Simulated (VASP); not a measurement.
A run of VASP 6.6.1 is set up as follows.

Contents of INCAR:

```
ALGO     = Normal         # electronic algorithm
EDIFF    = 1E-7           # SCF threshold, eV
ENCUT    = 520            # plane-wave cutoff, eV
GGA      = CA             # functional
ISIF     = 2              # what is computed and relaxed
ISMEAR   = 0              # smearing method
ISPIN    = 2              # spin polarisation
LASPH    = True           # aspherical terms in the spheres
LCHARG   = True           # write CHGCAR
LDAU     = True           # DFT+U
LDAUJ    = 0 0 0        
LDAUL    = -1 2 -1        # shell
LDAUPRINT= 1            
LDAUTYPE = 2            
LDAUU    = 0 4 0          # U, eV
LELF     = True           # ELF
LMAXMIX  = 4              # l up to which the mixer works
LORBIT   = 11             # projections on sites
LREAL    = False          # projectors in reciprocal space
LVHAR    = True         
LWAVE    = False          # write WAVECAR
MAGMOM   = 0 1.66 0.02 0.02 # initial moments
NBANDS   = 26             # bands
NELM     = 150            # most SCF steps
PREC     = Accurate       # precision mode
SIGMA    = 0.05           # smearing width, eV
```

KPOINTS

```
k-points
0
Gamma
  8 8 8
```

The input POSCAR:

```
LiVO2
1.0
    1.4186515200      0.8190588400      4.9244706700
   -1.4186515200      0.8190588400      4.9244706700
    0.0000000000     -1.6381176700      4.9244706700
Li V O
1 1 2
Direct
    0.0000000000      0.0000000000      0.0000000000
    0.5000000000      0.5000000000      0.5000000000
    0.2418000000      0.2418000000      0.2418000000
    0.7582000000      0.7582000000      0.7582000000
```

Potentials or basis: VASP PAW LDA potentials, release 64 (Li_sv, V_sv, O).

Launch:

```console
$ cat potpaw_LDA.64/Li_sv/POTCAR potpaw_LDA.64/V_sv/POTCAR potpaw_LDA.64/O/POTCAR > POTCAR
$ mpirun -np 1 vasp_std > vasp.out
```

(1) Predict the largest force.

(2) What does it give for the net moment?

(3) Predict the site moments.

(4) Estimate the band gap on the k mesh.

## Answers

(1) 1.030 eV/Å.

(2) 2.00 μB per cell.

(3) Li -0.00; V +1.85; O +0.02 μB.

(4) 1.63 eV, direct.

Caveat: forces of over 1 eV/Å show positions far from the minimum, so gaps and moduli don't describe the material at rest.
